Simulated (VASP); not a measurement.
BaMo6: single point with PBE

Crystal: BaMo6.

```
Ba Mo
1.0
     5.96699    0.00000    0.00000
     0.00000    5.96699    0.00000
     0.00000    0.00000    5.96699
Ba Mo
1 6
Direct
  0.00000 0.00000 0.00000
  0.18117 0.50000 0.50000
  0.50000 0.18117 0.50000
  0.81883 0.50000 0.50000
  0.50000 0.81883 0.50000
  0.50000 0.50000 0.18117
  0.50000 0.50000 0.81883
```

The cell was built by a generator and needn't be a form met in nature.

The cell isn't the ideal one: species swapped into the LaB6 type (Pm-3m, No. 221).

```
Program             : VASP 6.6.1
Task                : single point
Functional          : PBE
Potentials or basis : VASP PAW PBE potentials, release 64 (Ba_sv, Mo_sv)
Cutoff              : 520 eV
k mesh              : 6 × 6 × 6
Occupations         : gaussian, width 0.1 eV
Spin                : no spin polarisation
```

```
Pressure               : 0.5 GPa
Largest force          : 0.306 eV/Å
Band gap on the k mesh : none (metal or under the smearing width)
```

Forces in eV/Å, atoms in the order of the input:
```
Ba   0.000  0.000  0.000
Mo   0.306  0.000  0.000
Mo   0.000  0.306  0.000
Mo  -0.306  0.000  0.000
Mo   0.000 -0.306  0.000
Mo   0.000  0.000  0.306
Mo   0.000  0.000 -0.306
```

Levels at points of the mesh, in eV from the Fermi level:
```
           k point  band 43  band 44  band 45  band 46  band 47  band 48  band 49  band 50  band 51  band 52
(0.00, 0.00, 0.00)    -0.14    -0.14     0.47     0.47     0.47     0.88     0.88     0.88     1.03     1.03
(0.50, 0.00, 0.00)    -0.55    -0.49    -0.49    -0.10     0.00     0.00     0.53     0.53     1.61     2.03
(0.50, 0.50, 0.00)    -0.69    -0.46    -0.44    -0.44    -0.35     0.18     0.18     0.47     1.04     1.30
(0.50, 0.50, 0.50)    -0.59    -0.37    -0.37    -0.33    -0.33    -0.33     0.13     0.13     0.13     0.94
```

It took 5.8 min on 1 thread of Intel(R) Xeon(R) Platinum 8375C CPU @ 2.90GHz (Ice Lake) (shared host), peak memory 0.44 GiB.

The run has no spin-orbit coupling, so splittings on Ba are missing.
